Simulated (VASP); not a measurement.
Computed with rev-vdW-DF2, VASP's PBE PAW potentials (set 64) (plane waves; VASP).

VASP input:

**INCAR**
```
! general
SYSTEM   = Sb
PREC     = Accurate
ENCUT    = 520   ! plane-wave cut-off (eV)
LREAL    = .FALSE.   ! projection in real space or not
LASPH    = .TRUE.

! electronic loop
EDIFF    = 1E-7   ! SCF stop (eV)
NELM     = 100   ! most electronic steps
ALGO     = Normal   ! blocked Davidson
LMAXMIX  = 4

! smearing
ISMEAR   = 0
SIGMA    = 0.05   ! width (eV)

! functional
GGA      = MK
LUSE_VDW = .TRUE.
AGGAC    = 0.0
PARAM1   = 0.1234568
PARAM2   = 0.7114
ZAB_VDW  = -1.8867

! ions
IBRION   = 2
NSW      = 30   ! most ionic steps
ISIF     = 4
EDIFFG   = -0.01   ! ionic stop

! output
LWAVE    = .FALSE.
LCHARG   = .FALSE.
```

File KPOINTS:
```
Automatic mesh
0
Gamma
7 7 7
0 0 0
```

### POSCAR
```
Sb
1
    3.9714799984    -2.1851514448    -0.0136554259
    3.9714799984     2.1851514448    -0.0136554259
    2.7815387890     0.0000000000     3.5792131819
Sb
2
Direct
  0.2342477502   0.2342477502   0.2342477502
  0.7657522498   0.7657522498   0.7657522498
```

POTCAR, in this order: Sb (PBE.64 set). Program: vasp_std.

Question: What will the output report for the number of irreducible k-points (NKPTS), largest plane-wave count, number of space-group operations, FFT grid (NGX, NGY, NGZ)?

Answer: 
| Item | Result |
|---|---|
| number of irreducible k-points (NKPTS) | 44 |
| largest plane-wave count | 1695 |
| number of space-group operations | 12 |
| FFT grid (NGX, NGY, NGZ) | 36 × 36 × 36 |

The compound is Sb in the a7 structure. It was relaxed first.
